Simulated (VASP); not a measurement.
VASP runs on Ir (fcc) share one base input (PBE GGA, plane waves, VASP's PBE PAW potentials (set 64)) and change the settings named in each case.

POSCAR:
```
Ir
1
    0.0000000000     1.9584000000     1.9584000000
    1.9584000000     0.0000000000     1.9584000000
    1.9584000000     1.9584000000     0.0000000000
Ir
1
Direct
  0.0000000000   0.0000000000   0.0000000000
```

File KPOINTS:
```
Regular mesh
0
Gamma
14 14 14
```

### INCAR
```
SYSTEM = Ir
PREC = Accurate
ENCUT = 400
EDIFF = 1E-6
NELM = 100
ALGO = Normal
LREAL = .FALSE.
LASPH = .TRUE.
ISMEAR = 1
SIGMA = 0.1
GGA = PE
LMAXMIX = 6
LWAVE = .FALSE.
LCHARG = .FALSE.
ISIF = 2
```

POTCAR, in this order: Ir (PBE.64 set). Program: vasp_std.

| change | pressure (GPa) | electronic steps |
|---|---|---|
| base run | -10.71 | 11 |
| EDIFF = 1E-2 | -6.28 | 8 |
| EDIFF = 1E-3 | -10.80 | 10 |
| EDIFF = 1E-4 | -10.79 | 10 |
| EDIFF = 1E-5 | -10.77 | 10 |
| EDIFF = 1E-8 | -10.70 | 14 |
 Unless said otherwise, spin-orbit coupling is left out, though it shifts the bands of the heavy elements here.

Left out are runs that ran out of time, are held back, or changed the cell or the kind of run, fixed moments of cells without a moment, rows past the twelfth, gaps on odd meshes, pressures of charged cells and columns that move by less than the noise.

The compound is Ir in the fcc structure. The cell was not relaxed at this level.
